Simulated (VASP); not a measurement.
# Lattice of AlGe2Ru3 across functionals and dispersion corrections, part 3 of 4

Wanted: equilibrium cells of AlGe2Ru3 at many levels, with their cost. The cell is invented: it takes the structure of a Materials Project entry for YSi2Ru3 (space group 191 there), with some of its atoms replaced by other elements, volume scaled by an estimate. It may not be a known or stable phase. LASPH is on for some levels and off for others; the table marks which.

VASP 6.6.1, plane waves and PAW; the level of theory is named at each step.

So far. Step 3 (Relaxation with LDA): It ends at 15.76 Å³/atom, +10.0 % from the start, with -0.05 GPa left. The conventional cell has a = 5.342 and c = 3.826 Å. Step 4 (Relaxation with PBEsol): It ends at 16.01 Å³/atom, +11.7 % from the start, with -0.02 GPa left. The conventional cell has a = 5.365 and c = 3.854 Å.

**5. Relaxation with r2SCAN**

This step: r2SCAN; plane waves and PAW (Ru_pv, Ge_d, Al); invented cell (VASP 6.6.1).

r2SCAN adds the kinetic-energy density, costs more than a GGA and is run with LASPH.

The input, INCAR:

```
SYSTEM = AlGe2Ru3
PREC = Accurate
ENCUT = 520
EDIFF = 1E-06
NELM = 100
ISMEAR = -1
SIGMA = 0.05
LREAL = .FALSE.
ALGO = Normal
METAGGA = R2SCAN
LASPH = .TRUE.
LORBIT = 11
LWAVE = .FALSE.
LCHARG = .FALSE.
KPAR = 2
IBRION = 2
NSW = 60
ISIF = 3
EDIFFG = -0.01
```

The input, POSCAR:

```
AlGe2Ru3
1.0
    5.3398700000      0.0000000000      0.0000000000
   -2.6699350000      4.6244630000      0.0000000000
    0.0000000000      0.0000000000      3.4829090000
Ru Ge Al
3 2 1
Direct
    0.5000000000      0.5000000000      0.5000000000
    0.5000000000      0.0000000000      0.5000000000
    0.0000000000      0.5000000000      0.5000000000
    0.6666666700      0.3333333300      0.0000000000
    0.3333333300      0.6666666700      0.0000000000
    0.0000000000      0.0000000000      0.0000000000
```

The input, KPOINTS:

```
Automatic mesh
0
Gamma
5 5 7
0 0 0
```

The projector-augmented-wave data sets are Ru_pv, Ge_d and Al (PBE family, release 64).

On the command line:

```console
mpirun -np 2 vasp_std
```

Numbers of over 12 decimals in the logs are rounded to 6 here.

Log:

```text
[banner, memory and clock lines left out]
running    2 mpi-ranks, on    1 nodes
[...]
[... a notice as in an earlier step ...]

 LDA part: xc-table for (None), standard interpolation
 POSCAR, INCAR and KPOINTS ok, starting setup
[...]
entering main loop
       N       E                     dE             d eps       ncg     rms          rms(c)
DAV:   1     0.858641187256E+03    0.85864E+03   -0.39459E+04  2351   0.400E+03
DAV:   2    -0.331732037915E+01   -0.86196E+03   -0.84567E+03  1736   0.925E+02
DAV:   3    -0.118148080905E+03   -0.11483E+03   -0.11078E+03  1813   0.221E+02
DAV:   4    -0.125534553906E+03   -0.73865E+01   -0.71654E+01  2015   0.596E+01
[...]
DAV:  13    -0.107715436781E+03    0.34423E-06   -0.20261E-05  1830   0.337E-02    0.777E-03
DAV:  14    -0.107715435593E+03    0.11876E-05   -0.10675E-06  1055   0.940E-03    0.201E-03
DAV:  15    -0.107715435698E+03   -0.10519E-06   -0.32645E-07   956   0.484E-03
   1 F= -.10771544E+03 E0= -.10769677E+03  d E =-.107715E+03
[... from here on, the cycles between the ionic steps are left out ...]
   2 F= -.10617347E+03 E0= -.10612300E+03  d E =0.154197E+01
   3 F= -.10884654E+03 E0= -.10881337E+03  d E =-.113110E+01
   4 F= -.10885263E+03 E0= -.10882002E+03  d E =-.113720E+01
   5 F= -.10885293E+03 E0= -.10882048E+03  d E =-.113749E+01
   6 F= -.10889096E+03 E0= -.10885717E+03  d E =-.380341E-01
   7 F= -.10892504E+03 E0= -.10889129E+03  d E =-.721146E-01
   8 F= -.10892508E+03 E0= -.10889165E+03  d E =-.721538E-01
   9 F= -.10892504E+03 E0= -.10889146E+03  d E =0.408117E-04
  10 F= -.10892510E+03 E0= -.10889162E+03  d E =-.172447E-04
[...]
reached required accuracy - stopping structural energy minimisation
```

Elapsed: 13 min, on 2 MPI ranks of Intel Xeon Platinum 8375C at 2.90GHz (Ice Lake), shared host; peak memory 0.5 GiB; 25 min of CPU time.

OUTCAR, selected parts (step 5):

```text
  Total        0.0209665      0.0209665     -0.0195829     -0.0000000      0.0000000      0.0000000
  in kB        0.3458771      0.3458771     -0.3230525     -0.0000000      0.0000000      0.0000000
  external PRESSURE =       0.1229006 kB  Pullay stress =       0.0000000 kB

 POSITION                                       TOTAL-FORCE (eV/Angst)
 -----------------------------------------------------------------------------------
      1.35076      2.33959      1.92077        -0.000000     -0.000000      0.000000
      2.70153      0.00000      1.92077        -0.000000     -0.000000      0.000000
     -1.35076      2.33959      1.92077        -0.000000     -0.000000      0.000000
      2.70153      1.55973     -0.00000        -0.000000      0.000000     -0.000000
     -0.00000      3.11945     -0.00000         0.000000     -0.000000      0.000000
      0.00000      0.00000     -0.00000        -0.000000     -0.000000      0.000000
 -----------------------------------------------------------------------------------
    total drift:                               -0.000000     -0.000000      0.000000

  FREE ENERGIE OF THE ION-ELECTRON SYSTEM (eV)
  ---------------------------------------------------
  free  energy   TOTEN  =      -108.9250976994 eV

  energy  without entropy=     -108.8581471643  energy(sigma->0) =     -108.89162243

[... 2 parts as in an earlier step ...]

[... 2 further parts left out ...]
[key lines of the parts left out:]
E-fermi :   8.8781
```

The steps of the relaxation:

| step | energy less that of the first step (eV) | largest force (eV/Å) | pressure (GPa) | volume (Å³) |
| --- | --- | --- | --- | --- |
| 1 | 0.0000 | 0.0000 | 31.84 | 86.01 |
| 2 | 1.5420 | 0.0000 | -23.55 | 126.43 |
| 3 | -1.1311 | 0.0000 | -2.28 | 99.58 |
| 4 | -1.1372 | 0.0000 | -0.87 | 98.73 |
| 5 | -1.1375 | 0.0000 | -0.47 | 98.47 |
| 6 | -1.1755 | 0.0000 | -0.38 | 98.05 |
| 7 | -1.2096 | 0.0000 | 0.02 | 97.13 |
| 8 | -1.2096 | 0.0000 | 0.09 | 97.07 |
| 9 | -1.2096 | 0.0000 | -0.14 | 97.23 |
| 10 | -1.2097 | 0.0000 | 0.01 | 97.12 |

| conventional cell, symmetrised | before | after | change |
| --- | --- | --- | --- |
| a (Å) | 5.340 | 5.403 | +1.2 % |
| b (Å) | 5.340 | 5.403 | +1.2 % |
| c (Å) | 3.483 | 3.842 | +10.3 % |
| volume (Å³/atom) | 14.33 | 16.19 | +12.9 % |

Final coordinates:

```xyz
6
Lattice="5.4031 0.0000 0.0000 -2.7015 4.6792 0.0000 0.0000 0.0000 3.8415" Properties=species:S:1:pos:R:3 pbc="T T T"
Ru    1.3508    2.3396    1.9208
Ru    2.7015    0.0000    1.9208
Ru   -1.3508    2.3396    1.9208
Ge    2.7015    1.5597    0.0000
Ge    0.0000    3.1195    0.0000
Al    0.0000    0.0000    0.0000
```

It ends at 16.19 Å³/atom, +12.9 % from the start, with 0.01 GPa left. The conventional cell has a = 5.403 and c = 3.842 Å.

**6. Relaxation with PBE + D3(BJ)**

This step: PBE with D3(BJ); plane waves and PAW (Ru_pv, Ge_d, Al); invented cell (VASP 6.6.1).

A dispersion term adds the long-range attraction that semilocal functionals lack. D3 with Becke-Johnson damping keeps a finite attraction at short range.

INCAR: that of step 5 with these lines changed.

```diff
@@ -9,4 +9,4 @@
 ALGO = Normal
-METAGGA = R2SCAN
-LASPH = .TRUE.
+GGA = PE
+IVDW = 12
 LORBIT = 11
```

POSCAR is that of step 5.

KPOINTS is that of step 5.

On the command line:

```console
mpirun -np 2 vasp_std
```

Log:

```text
[... set-up lines as in an earlier step ...]
 entering main loop
       N       E                     dE             d eps       ncg     rms          rms(c)
[... 14 cycles as in an earlier step ...]
   1 F= -.40286527E+02 E0= -.40263301E+02  d E =-.402865E+02
[... from here on, the cycles between the ionic steps are left out ...]
   2 F= -.39218354E+02 E0= -.39164397E+02  d E =0.106817E+01
   3 F= -.41418089E+02 E0= -.41381403E+02  d E =-.113156E+01
   4 F= -.41425291E+02 E0= -.41389226E+02  d E =-.113876E+01
   5 F= -.41425618E+02 E0= -.41389735E+02  d E =-.113909E+01
   6 F= -.41491568E+02 E0= -.41453146E+02  d E =-.659497E-01
   7 F= -.41535695E+02 E0= -.41500960E+02  d E =-.110077E+00
   8 F= -.41538566E+02 E0= -.41501289E+02  d E =-.112948E+00
   9 F= -.41539095E+02 E0= -.41502684E+02  d E =-.113477E+00
  10 F= -.41538602E+02 E0= -.41502175E+02  d E =0.493066E-03
  11 F= -.41539201E+02 E0= -.41502786E+02  d E =-.105604E-03
[...]
reached required accuracy - stopping structural energy minimisation
```

Wall time 4.3 min (2 MPI ranks); peak memory 0.49 GiB.

Parts of OUTCAR (step 6):

```text
 Edisp (eV)   -2.68740

 Edisp (eV)   -2.69690

  Total       0.03311     0.03311     0.03257     0.00000    -0.00000     0.00000
  in kB       0.54803     0.54803     0.53907     0.00000    -0.00000     0.00000
  external pressure =        0.55 kB  Pullay stress =        0.00 kB

 POSITION                                       TOTAL-FORCE (eV/Angst)
 -----------------------------------------------------------------------------------
      1.34265      2.32553      1.93787         0.000000      0.000000     -0.000000
      2.68529     -0.00000      1.93787        -0.000000      0.000000     -0.000000
     -1.34265      2.32553      1.93787        -0.000000     -0.000000     -0.000000
      2.68529      1.55035     -0.00000        -0.000000     -0.000000      0.000000
     -0.00000      3.10071     -0.00000         0.000000     -0.000000     -0.000000
      0.00000      0.00000     -0.00000         0.000000      0.000000     -0.000000
 -----------------------------------------------------------------------------------
    total drift:                                0.000000     -0.000000      0.000000

  FREE ENERGIE OF THE ION-ELECTRON SYSTEM (eV)
  ---------------------------------------------------
  free  energy   TOTEN  =       -41.5392007812 eV

  energy  without entropy=      -41.4663721741  energy(sigma->0) =      -41.50278648

[... 2 parts as in an earlier step ...]

[... 2 further parts left out ...]
[key lines of the parts left out:]
E-fermi :   8.9788
```

Dispersion corrections of this kind ignore metallic screening and tend to overbind metals.

It ends at 16.14 Å³/atom, +12.6 % from the start, with 0.05 GPa left. The conventional cell has a = 5.371 and c = 3.876 Å. Against plain PBE, the dispersion term moves a by -1.2 % and c by -0.5 %.

**7. Relaxation with TPSS + TS**

This step: TPSS with TS; plane waves and PAW (Ru_pv, Ge_d, Al); invented cell (VASP 6.6.1).

TPSS is an older meta-GGA. The Tkatchenko-Scheffler scheme scales free-atom polarisabilities by Hirshfeld volumes.

INCAR: that of step 6 with these lines changed.

```diff
@@ -9,4 +9,5 @@
 ALGO = Normal
-GGA = PE
-IVDW = 12
+METAGGA = TPSS
+IVDW = 20
+LASPH = .TRUE.
 LORBIT = 11
```

POSCAR is that of step 6.

KPOINTS is that of step 6.

On the command line:

```console
mpirun -np 2 vasp_std
```

Log:

```text
[... set-up lines as in an earlier step ...]
 entering main loop
       N       E                     dE             d eps       ncg     rms          rms(c)
DAV:   1     0.142885586707E+04    0.14289E+04   -0.45958E+04  2189   0.513E+03
DAV:   2     0.222671514563E+03   -0.12062E+04   -0.11764E+04  1860   0.142E+03
DAV:   3     0.148429935781E+02   -0.20783E+03   -0.20031E+03  2061   0.372E+02
DAV:   4    -0.631990200973E+01   -0.21163E+02   -0.20423E+02  2208   0.127E+02
[...]
DAV:  12    -0.839582748891E+02    0.14998E-04   -0.45578E-05  2249   0.463E-02    0.175E-02
DAV:  13    -0.839582696129E+02    0.52762E-05   -0.12091E-05  1833   0.242E-02    0.105E-02
DAV:  14    -0.839582695254E+02    0.87515E-07   -0.88147E-07  1014   0.960E-03
 augmentation electrons   72.956483
 total        electrons   72.956483
 augmentation electrons   648.538971214170
 total        electrons   648.538971214170
 augmentation electrons   32.430445
 soft         electrons   40.526035
 total        electrons   72.956480
 translations:           2           2           2
   1 F= -.88961461E+02 E0= -.88940011E+02  d E =-.889615E+02
[... from here on, the cycles between the ionic steps are left out ...]
   2 F= -.88412174E+02 E0= -.88369961E+02  d E =0.549288E+00
   3 F= -.89502211E+02 E0= -.89468357E+02  d E =-.540750E+00
   4 F= -.89503374E+02 E0= -.89469952E+02  d E =-.541913E+00
   5 F= -.89700066E+02 E0= -.89665134E+02  d E =-.196691E+00
   6 F= -.89747559E+02 E0= -.89718056E+02  d E =-.244185E+00
   7 F= -.89747842E+02 E0= -.89717983E+02  d E =-.244468E+00
   8 F= -.89747884E+02 E0= -.89718197E+02  d E =-.244509E+00
   9 F= -.89736599E+02 E0= -.89707658E+02  d E =0.112843E-01
  10 F= -.89749237E+02 E0= -.89719733E+02  d E =-.135358E-02
[...]
hard stop encountered!  aborting job ...
[...]
|     The electronic self-consistency was not achieved in the given           |
[...]
soft stop encountered!  aborting job ...
  11 F= -.89749042E+02 E0= -.89719620E+02  d E =-.588441E-01
 deleting file STOPCAR
```

The job ended after 15 min (2 MPI ranks; peak memory 0.51 GiB).

The run was stopped at its time limit, by a STOPCAR file.

By then 10 ionic steps had been finished.

More ranks or a longer limit would be the way on, or going on from the last geometry.

**8. Relaxation with RPBE**

This step: RPBE; plane waves and PAW (Ru_pv, Ge_d, Al); invented cell (VASP 6.6.1).

RPBE by itself binds more weakly than PBE and expands cells.

INCAR: that of step 7 with these lines changed.

```diff
@@ -9,5 +9,3 @@
 ALGO = Normal
-METAGGA = TPSS
-IVDW = 20
-LASPH = .TRUE.
+GGA = RP
 LORBIT = 11
```

POSCAR is that of step 7.

KPOINTS is that of step 7.

On the command line:

```console
mpirun -np 2 vasp_std
```

Log:

```text
[... set-up lines as in an earlier step ...]
 entering main loop
       N       E                     dE             d eps       ncg     rms          rms(c)
DAV:   1     0.911872116952E+03    0.91187E+03   -0.38457E+04  2359   0.389E+03
DAV:   2     0.822303471099E+02   -0.82964E+03   -0.81457E+03  1744   0.900E+02
DAV:   3    -0.282768959792E+02   -0.11051E+03   -0.10648E+03  1814   0.215E+02
DAV:   4    -0.353286079223E+02   -0.70517E+01   -0.68538E+01  1989   0.577E+01
[...]
DAV:  12    -0.341167743738E+02   -0.54459E-05   -0.17189E-05  2086   0.356E-02    0.724E-03
DAV:  13    -0.341167726703E+02    0.17035E-05   -0.31845E-06  1388   0.200E-02    0.309E-03
DAV:  14    -0.341167728594E+02   -0.18910E-06   -0.44774E-07   971   0.707E-03
   1 F= -.34116773E+02 E0= -.34094622E+02  d E =-.341168E+02
[... from here on, the cycles between the ionic steps are left out ...]
   2 F= -.32674194E+02 E0= -.32613737E+02  d E =0.144258E+01
   3 F= -.35957898E+02 E0= -.35919197E+02  d E =-.184112E+01
   4 F= -.35968042E+02 E0= -.35929977E+02  d E =-.185127E+01
   5 F= -.35968764E+02 E0= -.35930916E+02  d E =-.185199E+01
   6 F= -.36008351E+02 E0= -.35968423E+02  d E =-.395874E-01
   7 F= -.36041897E+02 E0= -.36001922E+02  d E =-.731335E-01
   8 F= -.36041938E+02 E0= -.36002324E+02  d E =-.731741E-01
   9 F= -.36041889E+02 E0= -.36002248E+02  d E =0.487412E-04
  10 F= -.36041972E+02 E0= -.36002348E+02  d E =-.340655E-04
[...]
reached required accuracy - stopping structural energy minimisation
```

It took 3.1 min on 2 MPI ranks; peak memory 0.47 GiB; 6.1 min of CPU time.

OUTCAR, selected parts (step 8):

```text
  Total        0.0141262      0.0141262     -0.0288593     -0.0000000      0.0000000      0.0000000
  in kB        0.2233974      0.2233973     -0.4563926     -0.0000000      0.0000000      0.0000000
  external PRESSURE =      -0.0031993 kB  Pullay stress =       0.0000000 kB

 POSITION                                       TOTAL-FORCE (eV/Angst)
 -----------------------------------------------------------------------------------
      1.36678      2.36733      1.95695         0.000000      0.000000      0.000000
      2.73356     -0.00000      1.95695         0.000000      0.000000      0.000000
     -1.36678      2.36733      1.95695         0.000000      0.000000      0.000000
      2.73356      1.57822      3.91391        -0.000000      0.000000     -0.000000
     -0.00000      3.15644     -0.00000         0.000000     -0.000000      0.000000
      0.00000      0.00000      0.00000         0.000000     -0.000000      0.000000
 -----------------------------------------------------------------------------------
    total drift:                               -0.000000     -0.000000     -0.000000

  FREE ENERGIE OF THE ION-ELECTRON SYSTEM (eV)
  ---------------------------------------------------
  free  energy   TOTEN  =       -36.0419719311 eV

  energy  without entropy=      -35.9627250628  energy(sigma->0) =      -36.00234850

[... 2 parts as in an earlier step ...]

[... 2 further parts left out ...]
[key lines of the parts left out:]
E-fermi :   8.4667
```

It ends at 16.89 Å³/atom, +17.8 % from the start, with 0.00 GPa left. The conventional cell has a = 5.467 and c = 3.914 Å.

**9. Relaxation with vdW-DF-cx**

This step: vdW-DF-cx; plane waves and PAW (Ru_pv, Ge_d, Al); invented cell (VASP 6.6.1).

vdW-DF-cx takes its exchange from the same plasmon model as its correlation. LUSE_VDW switches on a nonlocal correlation term for dispersion.

INCAR: that of step 8 with these lines changed.

```diff
@@ -9,3 +9,6 @@
 ALGO = Normal
-GGA = RP
+GGA = CX
+AGGAC = 0
+LUSE_VDW = .TRUE.
+LASPH = .TRUE.
 LORBIT = 11
```

POSCAR is that of step 8.

KPOINTS is that of step 8.

On the command line:

```console
mpirun -np 2 vasp_std
```

Log:

```text
[banner, memory and clock lines left out]
running    2 mpi-ranks, on    1 nodes
[...]
|                                                                             |
|               ----> ADVICE to this user running VASP <----                  |
|                                                                             |
|     You have switched on vdW-DFT.                                           |
|     This routine was written and supplied by Jiri Klimes. We recommend      |
|     that you carefully read and cite the following publications:            |
|       J. Klimes, D.R. Bowler, A. Michelides                                 |
|          J. Phys.: Cond Matt. 22 022201 (2010)                              |
|       J. Klimes, D.R. Bowler, A. Michelides                                 |
|          Phys. Rev. B. 83, 195131 (2011)                                    |
|     and references therein.                                                 |
|                                                                             |

[...]
DAV:   2     0.941212699531E+02   -0.82879E+03   -0.81361E+03  1744   0.896E+02
DAV:   3    -0.166335682651E+02   -0.11075E+03   -0.10681E+03  1824   0.215E+02
DAV:   4    -0.237885694896E+02   -0.71550E+01   -0.69326E+01  1973   0.577E+01
[...]
DAV:  11    -0.222850165506E+02    0.32219E-04   -0.28836E-04  2201   0.128E-01    0.333E-02
DAV:  12    -0.222850195579E+02   -0.30074E-05   -0.23334E-05  2127   0.319E-02    0.832E-03
DAV:  13    -0.222850186850E+02    0.87289E-06   -0.40606E-06  1498   0.191E-02
   1 F= -.22285019E+02 E0= -.22262501E+02  d E =-.222850E+02
[... from here on, the cycles between the ionic steps are left out ...]
   2 F= -.20908347E+02 E0= -.20854508E+02  d E =0.137667E+01
   3 F= -.23368329E+02 E0= -.23332195E+02  d E =-.108331E+01
   4 F= -.23373157E+02 E0= -.23337566E+02  d E =-.108814E+01
   5 F= -.23373345E+02 E0= -.23337939E+02  d E =-.108833E+01
   6 F= -.23425036E+02 E0= -.23387212E+02  d E =-.516914E-01
   7 F= -.23464518E+02 E0= -.23426730E+02  d E =-.911727E-01
   8 F= -.23464677E+02 E0= -.23427746E+02  d E =-.913323E-01
   9 F= -.23464760E+02 E0= -.23427521E+02  d E =-.914148E-01
  10 F= -.23464185E+02 E0= -.23426892E+02  d E =0.574875E-03
  11 F= -.23464932E+02 E0= -.23427678E+02  d E =-.172197E-03
[...]
reached required accuracy - stopping structural energy minimisation
```

Wall time 12 min (2 MPI ranks); peak memory 0.98 GiB; 25 min of CPU time.

OUTCAR, selected parts (step 9):

```text
  Total       -0.0317381     -0.0317381     -0.0362791     -0.0000000      0.0000000      0.0000000
  in kB       -0.5257951     -0.5257951     -0.6010243     -0.0000000      0.0000000      0.0000000
  external PRESSURE =      -0.5508715 kB  Pullay stress =       0.0000000 kB

 POSITION                                       TOTAL-FORCE (eV/Angst)
 -----------------------------------------------------------------------------------
      1.34537      2.33025      1.92801        -0.000000     -0.000000     -0.000000
      2.69074      0.00000      1.92801        -0.000000     -0.000000     -0.000000
     -1.34537      2.33025      1.92801        -0.000000      0.000000     -0.000000
      2.69074      1.55350      0.00000         0.000000      0.000000      0.000000
     -0.00000      3.10700      0.00000        -0.000000      0.000000     -0.000000
      0.00000      0.00000      0.00000        -0.000000     -0.000000     -0.000000
 -----------------------------------------------------------------------------------
    total drift:                                0.000000     -0.000000      0.000000

  FREE ENERGIE OF THE ION-ELECTRON SYSTEM (eV)
  ---------------------------------------------------
  free  energy   TOTEN  =       -23.4649320803 eV

  energy  without entropy=      -23.3904236902  energy(sigma->0) =      -23.42767789

[... 2 parts as in an earlier step ...]

[... 2 further parts left out ...]
[key lines of the parts left out:]
E-fermi :   8.8767
```

It ends at 16.12 Å³/atom, +12.4 % from the start, with -0.06 GPa left. The conventional cell has a = 5.381 and c = 3.856 Å.

[end of part 3 of 4]

[Lines on the potential files, build, host, timing and source positions are cut from VASP's logs without a mark.]

[Logs are printed without paths, hosts, clocks, repeated set-up lines and the standing remarks that a program may print on its own settings, such as how far it seeks lower states.]

[Hosts, paths, dates, database ids (printed as entryN), source tags and the programs' standing remarks are cut or masked in the printed files.]

[A measured line is paired with the nearest computed mode of its activity, which favours agreement.]
